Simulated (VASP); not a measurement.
Computed with PBE GGA, VASP's PBE PAW potentials (set 64) (plane waves; VASP).

VASP input:

KPOINTS:
```
Automatic mesh
0
Gamma
15 15 15
0 0 0
```

### POSCAR
```
RuAl
1
    2.9900000000     0.0000000000     0.0000000000
    0.0000000000     2.9900000000     0.0000000000
    0.0000000000     0.0000000000     2.9900000000
Al Ru
1 1
Direct
  0.5000000000   0.5000000000   0.5000000000
  0.0000000000   0.0000000000   0.0000000000
```

**INCAR**
```
# general
SYSTEM =RuAl
PREC   =Accurate
ENCUT  =400
LREAL  =.False.
LASPH  =.True.

# electronic loop
EDIFF  =1E-6
NELM   =100
ALGO   =Normal
LMAXMIX=4

# smearing
ISMEAR =1
SIGMA  =0.1

# functional
GGA    =PE

# ions
ISIF   =2

# output
LWAVE  =.False.
LCHARG =.False.
```

POTCAR, in this order: Al Ru_pv (PBE.64 set). Program: vasp_std.

Gaps are read on the run's mesh, which can miss a band edge.

### Question
What does the run give for the energy per atom (σ→0), pressure, band gap (on the k-mesh)?

### Answer

The energy per atom (σ→0) comes out as -7.129 eV/atom. The band gap (on the k-mesh) is none (metal, semimetal or under 0.01 eV) and the pressure comes out as 23.4 kbar.

### OSZICAR
```
...
DAV:   6    -0.143468329771E+02    0.58484E+00   -0.36676E+00  3032   0.218E+01    0.241E+00
DAV:   7    -0.142718378997E+02    0.74995E-01   -0.29258E-01  3044   0.638E+00    0.210E+00
DAV:   8    -0.142575055784E+02    0.14332E-01   -0.18088E-02  3184   0.135E+00    0.204E-01
DAV:   9    -0.142574103625E+02    0.95216E-04   -0.25411E-04  3476   0.153E-01    0.133E-01
DAV:  10    -0.142574078349E+02    0.25276E-05   -0.31973E-05  3576   0.749E-02    0.949E-03
DAV:  11    -0.142574063221E+02    0.15128E-05   -0.18902E-06  2128   0.185E-02    0.565E-03
DAV:  12    -0.142574057627E+02    0.55942E-06   -0.89250E-08  1568   0.347E-03
   1 F= -.14257406E+02 E0= -.14257082E+02  d E =-.971641E-03
```

The compound is RuAl in the CsCl type structure. The cell was not relaxed at this level. The run is one of a series of settings (KPOINTS 15×15×15 Γ-centred mesh against the base run), some of them coarse on purpose. The electron count is odd and the run is not spin-polarised, which forces a metal.
